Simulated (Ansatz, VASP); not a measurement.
## One calculation of ScCr2, two programs

```
Sc Cr
1.0
     3.59514    0.00000    0.00000
    -1.79757    3.11348    0.00000
     0.00000    0.00000    4.50102
Sc Cr
1 2
Direct
  0.00000 0.00000 0.00000
  0.33333 0.66667 0.50000
  0.66667 0.33333 0.50000
```

Alike in both runs: functional PBE; k mesh 6 × 6 × 4; occupations gaussian, width 0.1 eV; no spin polarisation.

Ansatz relaxed the structure, and its values are those at the end. VASP's run is a single point on that final structure, the one shown.

|  | VASP | Ansatz |
| --- | --- | --- |
| version | VASP 6.6.1 | Ansatz 0.2.0 |
| potentials or method | VASP PAW PBE potentials, release 64 (Sc_sv, Cr_pv) | scalar-relativistic, plane waves, PAW |
| plane-wave cutoff (eV) | 520 | 420 |
| valence electrons in the cell | 35 | 39 |

|  | VASP | Ansatz | Ansatz less VASP |
| --- | --- | --- | --- |
| gap on the k mesh at the Fermi level (eV) | none | none | - |
| pressure (GPa) | 0.5 | 0.0 | -0.54 |

A gap of «none» marks a metal or a gap that the smearing closes. The two sets of potentials don't hold the same shells in valence.

Spin polarisation is off, so any magnetic state and its effect on volume and gap are missing.
